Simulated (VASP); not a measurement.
Calculation: r2SCAN meta-GGA, VASP's PBE PAW potentials (set 64) (plane waves; VASP).

The input files of a VASP run:

KPOINTS:
```
Automatic
0
G
7 10 1
0 0 0
```

### INCAR
```
SYSTEM = Os(100) slab
PREC = Normal
ENCUT = 400
EDIFF = 1E-5
NELM = 100
ALGO = Normal
LREAL = .FALSE.
LASPH = .TRUE.
ISMEAR = 1
SIGMA = 0.1
METAGGA = R2SCAN
LMIXTAU = .TRUE.
LMAXMIX = 6
LWAVE = .TRUE.
LCHARG = .FALSE.
NELMIN = 4
LDIPOL = .TRUE.
IDIPOL = 3
DIPOL = 0.5 0.5 0.5
IBRION = 2
ISIF = 2
NSW = 120
EDIFFG = -0.03
```

POSCAR:
```
Os(100) slab
1
    4.3171075108     0.0000000000     0.0000000000
   -0.0000000000     2.7414495944     0.0000000000
    0.0000000000     0.0000000000    24.5595694161
Os
8
Direct
  0.2500000000   0.5000000000   0.3695447800
  0.7500000000   0.0000000000   0.3417798768
  0.2500000000   0.0000000000   0.4667777126
  0.7500000000   0.5000000000   0.4344488715
  0.2500000000   0.5000000000   0.5655511285
  0.7500000000   1.0000000000   0.5332222874
  0.2500000000   0.0000000000   0.6582201232
  0.7500000000   0.5000000000   0.6304552200
```

POTCAR, in this order: Os (PBE.64 set). Program: vasp_std.

Output

OSZICAR:
```
...
DAV:  22    -0.418564667119E+03   -0.10543E-03   -0.11028E-04  1820   0.809E-02    0.291E-02
DAV:  23    -0.418564668298E+03   -0.11788E-05   -0.36484E-06  1054   0.982E-03
   2 F= -.41856467E+03 E0= -.41856260E+03  d E =0.689329E-01
       N       E                     dE             d eps       ncg     rms          rms(c)
DAV:   1    -0.418541735843E+03    0.22931E-01   -0.10809E+01  1824   0.146E+01    0.760E-01
DAV:   2    -0.418564804996E+03   -0.23069E-01   -0.14846E-01  2750   0.236E+00    0.700E-01
DAV:   3    -0.418570969289E+03   -0.61643E-02   -0.38199E-02  3096   0.128E+00    0.556E-01
DAV:   4    -0.418571432806E+03   -0.46352E-03   -0.49098E-02  3216   0.129E+00    0.564E-01
DAV:   5    -0.418566054959E+03    0.53778E-02   -0.29782E-02  3102   0.999E-01    0.299E-01
DAV:   6    -0.418570610385E+03   -0.45554E-02   -0.13047E-02  2944   0.666E-01    0.145E-01
DAV:   7    -0.418568891495E+03    0.17189E-02   -0.35349E-03  2674   0.352E-01    0.646E-02
DAV:   8    -0.418567723560E+03    0.11679E-02   -0.47562E-04  2742   0.160E-01    0.271E-02
DAV:   9    -0.418568884197E+03   -0.11606E-02   -0.23412E-04  1968   0.119E-01    0.170E-02
DAV:  10    -0.418568885554E+03   -0.13565E-05   -0.52457E-04  1914   0.207E-01    0.808E-03
DAV:  11    -0.418569375226E+03   -0.48967E-03   -0.87420E-05  1876   0.781E-02    0.665E-03
DAV:  12    -0.418569533237E+03   -0.15801E-03   -0.19098E-04  1914   0.129E-01    0.495E-03
DAV:  13    -0.418569913592E+03   -0.38035E-03   -0.12396E-04  1892   0.108E-01    0.340E-03
DAV:  14    -0.418570009904E+03   -0.96313E-04   -0.45151E-05  1640   0.647E-02    0.344E-03
DAV:  15    -0.418570012468E+03   -0.25642E-05   -0.77614E-06  1310   0.215E-02
   3 F= -.41857001E+03 E0= -.41856851E+03  d E =0.635888E-01
       N       E                     dE             d eps       ncg     rms          rms(c)
DAV:   1    -0.418566207174E+03    0.38027E-02   -0.18685E+00  1824   0.605E+00    0.306E-01
DAV:   2    -0.418566969411E+03   -0.76224E-03   -0.30870E-02  2554   0.104E+00    0.290E-01
DAV:   3    -0.418570783291E+03   -0.38139E-02   -0.74571E-03  2612   0.615E-01    0.232E-01
DAV:   4    -0.418573691021E+03   -0.29077E-02   -0.99602E-03  2890   0.639E-01    0.244E-01
DAV:   5    -0.418572755520E+03    0.93550E-03   -0.42823E-03  2912   0.439E-01    0.113E-01
DAV:   6    -0.418571931554E+03    0.82397E-03   -0.20765E-03  2932   0.292E-01    0.638E-02
DAV:   7    -0.418573298338E+03   -0.13668E-02   -0.93776E-04  2420   0.182E-01    0.267E-02
DAV:   8    -0.418573315601E+03   -0.17263E-04   -0.13244E-04  2348   0.947E-02    0.132E-02
DAV:   9    -0.418573390011E+03   -0.74411E-04   -0.78741E-05  1912   0.948E-02    0.890E-03
DAV:  10    -0.418573409166E+03   -0.19155E-04   -0.23429E-05  1440   0.454E-02    0.565E-03
DAV:  11    -0.418573413368E+03   -0.42021E-05   -0.25933E-05  1462   0.503E-02
   4 F= -.41857341E+03 E0= -.41857163E+03  d E =0.601879E-01
       N       E                     dE             d eps       ncg     rms          rms(c)
DAV:   1    -0.418573748942E+03   -0.33978E-03   -0.25405E+00  1824   0.714E+00    0.291E-01
DAV:   2    -0.418572836504E+03    0.91244E-03   -0.23408E-02  2394   0.110E+00    0.304E-01
DAV:   3    -0.418577064113E+03   -0.42276E-02   -0.13051E-02  3240   0.706E-01    0.280E-01
DAV:   4    -0.418577326435E+03   -0.26232E-03   -0.32602E-03  3140   0.364E-01    0.179E-01
DAV:   5    -0.418577550871E+03   -0.22444E-03   -0.21959E-03  3138   0.256E-01    0.144E-01
DAV:   6    -0.418578851478E+03   -0.13006E-02   -0.25529E-03  3082   0.304E-01    0.482E-02
DAV:   7    -0.418579388381E+03   -0.53690E-03   -0.86469E-04  2300   0.133E-01    0.252E-02
DAV:   8    -0.418579440577E+03   -0.52196E-04   -0.74395E-05  2250   0.484E-02    0.199E-02
DAV:   9    -0.418579421240E+03    0.19338E-04   -0.18527E-05  1392   0.385E-02    0.150E-02
DAV:  10    -0.418579421071E+03    0.16927E-06   -0.18940E-05  1344   0.376E-02
   5 F= -.41857942E+03 E0= -.41857779E+03  d E =-.600770E-02
       N       E                     dE             d eps       ncg     rms          rms(c)
DAV:   1    -0.418560303893E+03    0.19117E-01   -0.95223E+00  1824   0.138E+01    0.577E-01
DAV:   2    -0.418566849219E+03   -0.65453E-02   -0.90614E-02  2474   0.218E+00    0.600E-01
DAV:   3    -0.418576751274E+03   -0.99021E-02   -0.56277E-02  3240   0.143E+00    0.551E-01
DAV:   4    -0.418576420861E+03    0.33041E-03   -0.11053E-02  3156   0.699E-01    0.356E-01
DAV:   5    -0.418576794269E+03   -0.37341E-03   -0.80631E-03  3104   0.499E-01    0.280E-01
DAV:   6    -0.418579842783E+03   -0.30485E-02   -0.93213E-03  3102   0.597E-01    0.869E-02
DAV:   7    -0.418580943128E+03   -0.11003E-02   -0.29866E-03  2240   0.249E-01    0.487E-02
DAV:   8    -0.418581126325E+03   -0.18320E-03   -0.26910E-04  2800   0.792E-02    0.390E-02
DAV:   9    -0.418581156954E+03   -0.30629E-04   -0.33567E-05  1664   0.423E-02    0.291E-02
DAV:  10    -0.418581302064E+03   -0.14511E-03   -0.46088E-05  1752   0.537E-02    0.141E-02
DAV:  11    -0.418581536660E+03   -0.23460E-03   -0.63431E-05  1966   0.370E-02    0.625E-03
DAV:  12    -0.418581534007E+03    0.26528E-05   -0.99112E-06  1234   0.280E-02
   6 F= -.41858153E+03 E0= -.41858023E+03  d E =-.812064E-02
       N       E                     dE             d eps       ncg     rms          rms(c)
DAV:   1    -0.418578940699E+03    0.25960E-02   -0.12774E+00  1824   0.507E+00    0.209E-01
DAV:   2    -0.418575625876E+03    0.33148E-02   -0.19625E-02  2148   0.881E-01    0.221E-01
DAV:   3    -0.418578542659E+03   -0.29168E-02   -0.66838E-03  2600   0.584E-01    0.184E-01
DAV:   4    -0.418579106553E+03   -0.56389E-03   -0.17028E-03  2542   0.326E-01    0.132E-01
DAV:   5    -0.418576163945E+03    0.29426E-02   -0.15366E-03  2136   0.277E-01    0.941E-02
DAV:   6    -0.418579245289E+03   -0.30813E-02   -0.26393E-03  2044   0.373E-01    0.346E-02
DAV:   7    -0.418582319537E+03   -0.30742E-02   -0.16072E-03  1930   0.252E-01    0.253E-02
DAV:   8    -0.418582428922E+03   -0.10939E-03   -0.22171E-04  2286   0.113E-01    0.223E-02
DAV:   9    -0.418582431119E+03   -0.21972E-05   -0.10768E-04  1880   0.104E-01    0.168E-02
DAV:  10    -0.418582334132E+03    0.96987E-04   -0.86994E-05  1780   0.841E-02    0.842E-03
DAV:  11    -0.418582253345E+03    0.80787E-04   -0.70444E-05  1732   0.850E-02    0.538E-03
DAV:  12    -0.418582364740E+03   -0.11139E-03   -0.39175E-05  1488   0.551E-02    0.327E-03
DAV:  13    -0.418582410666E+03   -0.45925E-04   -0.57610E-05  1620   0.729E-02    0.196E-03
DAV:  14    -0.418582368670E+03    0.41995E-04   -0.14140E-05  1312   0.345E-02    0.230E-03
DAV:  15    -0.418582433068E+03   -0.64398E-04   -0.14462E-05  1308   0.387E-02    0.190E-03
DAV:  16    -0.418582422767E+03    0.10300E-04   -0.43656E-06  1020   0.203E-02    0.100E-03
DAV:  17    -0.418582396938E+03    0.25829E-04   -0.35189E-06   996   0.184E-02    0.103E-03
DAV:  18    -0.418582421900E+03   -0.24962E-04   -0.49697E-06  1008   0.227E-02    0.771E-04
DAV:  19    -0.418582416567E+03    0.53330E-05   -0.15652E-06   948   0.126E-02
   7 F= -.41858242E+03 E0= -.41858099E+03  d E =-.900320E-02
       N       E                     dE             d eps       ncg     rms          rms(c)
DAV:   1    -0.418581426286E+03    0.99561E-03   -0.77955E-01  1824   0.400E+00    0.163E-01
DAV:   2    -0.418583688307E+03   -0.22620E-02   -0.18236E-02  2946   0.885E-01    0.297E-01
DAV:   3    -0.418582934562E+03    0.75374E-03   -0.90607E-03  3162   0.602E-01    0.150E-01
DAV:   4    -0.418583022320E+03   -0.87758E-04   -0.45226E-04  2566   0.150E-01    0.138E-01
DAV:   5    -0.418583026322E+03   -0.40018E-05   -0.13891E-04  2960   0.780E-02    0.114E-01
DAV:   6    -0.418583130262E+03   -0.10394E-03   -0.62587E-04  2978   0.143E-01    0.510E-02
DAV:   7    -0.418583340035E+03   -0.20977E-03   -0.33452E-04  2572   0.114E-01    0.315E-02
DAV:   8    -0.418583339302E+03    0.73333E-06   -0.34239E-05  1616   0.457E-02
   8 F= -.41858334E+03 E0= -.41858166E+03  d E =-.922735E-03
```

**OUTCAR**
```
------------------------ aborting loop because EDIFF is reached ----------------------------------------
  FORCE on cell =-STRESS in cart. coord.  units (eV):
  Direction    XX          YY          ZZ          XY          YZ          ZX
  --------------------------------------------------------------------------------------
  Total       -2.3893641     -7.6801880     -0.1442259      0.0000000      0.0000000      0.0000000
  in kB      -13.1704024    -42.3339269     -0.7949871      0.0000000      0.0000000      0.0000000
  external PRESSURE =     -18.7664388 kB  Pullay stress =       0.0000000 kB
  volume of cell :      290.67
      direct lattice vectors                 reciprocal lattice vectors
     4.317107511  0.000000000  0.000000000     0.231636576  0.000000000  0.000000000
     0.000000000  2.741449594  0.000000000     0.000000000  0.364770522  0.000000000
     0.000000000  0.000000000 24.559569416     0.000000000  0.000000000  0.040717326
 POSITION                                       TOTAL-FORCE (eV/Angst)
 -----------------------------------------------------------------------------------
      1.07928      1.37072      9.09895        -0.000000      0.000000     -0.026194
      3.23783      2.74145      8.45443        -0.000000     -0.000000      0.029413
      1.07928      2.74145     11.45170         0.000000     -0.000000      0.017375
      3.23783      1.37072     10.68292        -0.000000     -0.000000     -0.024764
      1.07928      1.37072     13.87665        -0.000000      0.000000      0.024764
      3.23783      0.00000     13.10787         0.000000     -0.000000     -0.017375
      1.07928      2.74145     16.10514        -0.000000     -0.000000     -0.029413
      3.23783      1.37072     15.46062        -0.000000     -0.000000      0.026194
 -----------------------------------------------------------------------------------
    total drift:                                0.000000      0.000000     -0.000000
  FREE ENERGIE OF THE ION-ELECTRON SYSTEM (eV)
  ---------------------------------------------------
  free  energy   TOTEN  =      -418.5833393019 eV

  energy  without entropy=     -418.5783036283  energy(sigma->0) =     -418.58166074

 reached required accuracy - stopping structural energy minimisation
```
(Selected blocks of OUTCAR.)

File CONTCAR:
```
Os(100) slab
   1.00000000000000
     4.3171075107999997    0.0000000000000000    0.0000000000000000
     0.0000000000000000    2.7414495944000001    0.0000000000000000
     0.0000000000000000    0.0000000000000000   24.5595694161000004
  Os
     8
Direct
     0.2500000000000000    0.5000000000000000    0.3704850611458821
     0.7500000000000000    1.0000000000000000    0.3442418404094871
     0.2500000000000000    1.0000000000000000    0.4662824679038884
     0.7500000000000000    0.5000000000000000    0.4349800636590931
     0.2500000000000000    0.5000000000000000    0.5650199363409069
     0.7500000000000000    0.0000000000000000    0.5337175320961118
     0.2500000000000000    1.0000000000000000    0.6557581595905130
     0.7500000000000000    0.5000000000000000    0.6295149388541177
```

OUTCAR:
```
 val. band max:        0.5249118891   @ k =   0.4286   0.2000   0.0000

 cond. band min:       0.5294116256   @ k =   0.2857   0.1000   0.0000


 Fermi energy:         0.5253766189

 k-point     1 :       0.0000    0.0000    0.0000
  band No.  band energies     occupation
      1     -10.5500      2.00000
      2      -9.2120      2.00000
      3      -7.6577      2.00000
      4      -7.3428      2.00000
      5      -7.1230      2.00000
      6      -7.0002      2.00000
      7      -6.3205      2.00000
      8      -6.2931      2.00000
      9      -6.0928      2.00000
     10      -5.0637      2.00000
     11      -3.6922      2.00000
     12      -3.5338      2.00000
     13      -3.2798      2.00000
     14      -2.9879      2.00000
     15      -2.9679      2.00000
     16      -2.8587      2.00000
     17      -2.5230      2.00000
     18      -2.3812      2.00000
     19      -2.2733      2.00000
     20      -2.2215      2.00000
     21      -2.0477      2.00000
     22      -2.0122      2.00000
     23      -1.8018      2.00000
     24      -1.7582      2.00000
     25      -1.5892      2.00000
     26      -1.5225      2.00000
     27      -1.4063      2.00000
     28      -1.2010      2.00000
     29      -1.1948      2.00000
     30      -1.1831      2.00000
     31      -0.6047      2.00000
     32      -0.5941      2.00000
     33      -0.5133      2.00000
     34      -0.3323      2.00000
     35       0.0552      2.00000
     36       0.8575     -0.00003
     37       0.9036     -0.00000
     38       1.3803     -0.00000

 k-point     2 :       0.1429    0.0000    0.0000
  band No.  band energies     occupation
      1     -10.2937      2.00000
      2      -8.9938      2.00000
      3      -7.5768      2.00000
      4      -7.3952      2.00000
      5      -7.2431      2.00000
      6      -6.8891      2.00000
      7      -6.2728      2.00000
      8      -6.2335      2.00000
      9      -5.5402      2.00000
     10      -4.9692      2.00000
...
```

Unless said otherwise, spin-orbit coupling is left out, though it shifts the bands of the heavy elements here.

The cell is a thin slab with vacuum, built from Os (hcp): (100) face.
